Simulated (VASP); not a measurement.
**PtTe2: energy against strain**

PtTe2 (1T layered, P-3m1, 25.919 Å³/atom and stress up to 0.06 GPa in the relaxed cell, c along z) under an equal strain ε along x and y, with z held. PBE in VASP (plane waves, PAW), 480 eV, 14×14×10 Γ-centred mesh, Methfessel-Paxton smearing 0.10 eV; ions are relaxed, or left where forces stay under 0.02 eV/Å, within the symmetry of each cell. Against the start cell, which lies near the measured one, the relaxed cell differs by 5.9 % in volume and 3.1 % in c; the values below rest on it.

Here s stands for strain and y for E less E0.

```csv
strain (%),E less E0 (meV/atom)
-1.50,7.36
-1.00,3.35
-0.50,0.91
0.00,0.00
0.50,0.59
1.00,2.64
1.50,6.08
3.00,?
```

### Question
Fit y against s with a parabola, and predict the withheld value at s = 3.00.

### Answer
Least squares gives y = 0.004 - 0.3986·s + 2.9857·s². Residuals (row less fit): 0.040, -0.038, -0.040, -0.004, 0.039, 0.049, -0.044; standard error 0.051 (degrees of freedom: 4). Twice the quadratic coefficient over the volume, 2 × 2.9857 meV × 10⁴ × 0.1602 / 25.919 Å³, is the elastic constants 2(C11 + C12) = about 370 GPa. At the withheld row, y = 0.004 - 0.3986 × 3.0 + 2.9857 × 3.0² = 25.680 meV/atom. The calculation gives 24.19 meV/atom, 1.490 meV/atom below the prediction (6.2 % of the range of y in the table). The row lies outside the fitted rows, so this is an extrapolation. From the scatter of the fitted rows alone, a prediction at this place has a standard error of 0.196 meV/atom, so the miss is 7.6 times that.

A polynomial of degree 3 through the 12 other runs of the series gives 24.33 there, so most of the miss is curvature that the fit leaves out. In a metal these values are sensitive to mesh and smearing; energies are taken to zero smearing, stresses follow the free energy. The runs aren't spin-polarised. Spin-orbit coupling is left out, which can shift these values for the heavy elements here. Rows are the converged runs of the series near zero and its far end, less any whose ions stayed unrelaxed beside relaxed ones; series whose fitted rows scatter by over a few per cent of the range, as at a crossing or softening among them, aren't shown in this form. Most that stay on the fit to the last digits aren't either.
